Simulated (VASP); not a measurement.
These are PW91 GGA, VASP's PBE PAW potentials (set 64) (plane waves; VASP) values and carry that method's errors.

VASP input:

File POSCAR:
```
KBr
1
    0.0000000000     3.3526292503     3.3526292503
    3.3526292503     0.0000000000     3.3526292503
    3.3526292503     3.3526292503     0.0000000000
K Br
1 1
Direct
  0.0000000000   0.0000000000   0.0000000000
  0.5000000000   0.5000000000   0.5000000000
```

**KPOINTS**
```
Automatic mesh
0
Gamma
8 8 8
0 0 0
```

### INCAR
```
ALGO  =  Normal
EDIFF  =  1E-7
ENCUT  =  520
GGA  =  91
ISIF  =  2
ISMEAR  =  -5
LASPH  =  .TRUE.
LCHARG  =  .TRUE.
LMAXMIX  =  4
LORBIT  =  11
LREAL  =  .FALSE.
LWAVE  =  .FALSE.
NEDOS  =  601
NELM  =  100
PREC  =  Accurate
SYSTEM  =  KBr
```

POTCAR, in this order: K_sv Br (PBE.64 set). Program: vasp_std.

Output

**OSZICAR**
```
       N       E                     dE             d eps       ncg     rms          rms(c)
DAV:   1     0.105665476142E+03    0.10567E+03   -0.71213E+03   696   0.118E+03
DAV:   2     0.116771975350E+01   -0.10450E+03   -0.98810E+02   844   0.263E+02
DAV:   3    -0.616600593602E+01   -0.73337E+01   -0.72915E+01   904   0.645E+01
DAV:   4    -0.646144076799E+01   -0.29543E+00   -0.29510E+00  1232   0.117E+01
DAV:   5    -0.646338189942E+01   -0.19411E-02   -0.19411E-02   908   0.867E-01    0.300E+00
DAV:   6    -0.628358807289E+01    0.17979E+00   -0.29349E-01   820   0.278E+00    0.217E+00
DAV:   7    -0.627118183905E+01    0.12406E-01   -0.13491E-01   884   0.215E+00    0.999E-01
DAV:   8    -0.628136812406E+01   -0.10186E-01   -0.16699E-02   908   0.106E+00    0.133E-01
DAV:   9    -0.628211827896E+01   -0.75015E-03   -0.79835E-04   912   0.194E-01    0.857E-02
DAV:  10    -0.628266013931E+01   -0.54186E-03   -0.64400E-04   772   0.178E-01    0.177E-02
DAV:  11    -0.628266652512E+01   -0.63858E-05   -0.22366E-05   956   0.301E-02    0.656E-03
DAV:  12    -0.628266959621E+01   -0.30711E-05   -0.35530E-06   836   0.157E-02    0.530E-03
DAV:  13    -0.628266987985E+01   -0.28364E-06   -0.69163E-07   896   0.482E-03    0.775E-04
DAV:  14    -0.628266999057E+01   -0.11072E-06   -0.21306E-07   808   0.337E-03    0.505E-04
DAV:  15    -0.628267000107E+01   -0.10501E-07   -0.41151E-09   620   0.660E-04
   1 F= -.62826700E+01 E0= -.62826700E+01  d E =0.000000E+00
```

### OUTCAR
```
------------------------ aborting loop because EDIFF is reached ----------------------------------------
  FORCE on cell =-STRESS in cart. coord.  units (eV):
  Direction    XX          YY          ZZ          XY          YZ          ZX
  --------------------------------------------------------------------------------------
  Total       -0.0046692     -0.0046692     -0.0046692      0.0000000      0.0000000     -0.0000000
  in kB       -0.0992584     -0.0992584     -0.0992584      0.0000000      0.0000000     -0.0000000
  external PRESSURE =      -0.0992584 kB  Pullay stress =       0.0000000 kB
  volume of cell :       75.37
      direct lattice vectors                 reciprocal lattice vectors
     0.000000000  3.352629250  3.352629250    -0.149136681  0.149136681  0.149136681
     3.352629250  0.000000000  3.352629250     0.149136681 -0.149136681  0.149136681
     3.352629250  3.352629250  0.000000000     0.149136681  0.149136681 -0.149136681
  FREE ENERGIE OF THE ION-ELECTRON SYSTEM (eV)
  ---------------------------------------------------
  free  energy   TOTEN  =        -6.2826700011 eV

  energy  without entropy=       -6.2826700011  energy(sigma->0) =       -6.28267000

 total charge

# of ion       s       p       d       tot
------------------------------------------
    1        1.956   5.571   0.022   7.548
    2        1.603   3.295   0.001   4.899
--------------------------------------------------
tot          3.559   8.866   0.022  12.448
```
(Selected blocks of OUTCAR.)

The compound is KBr in the rock salt structure. It was relaxed first.
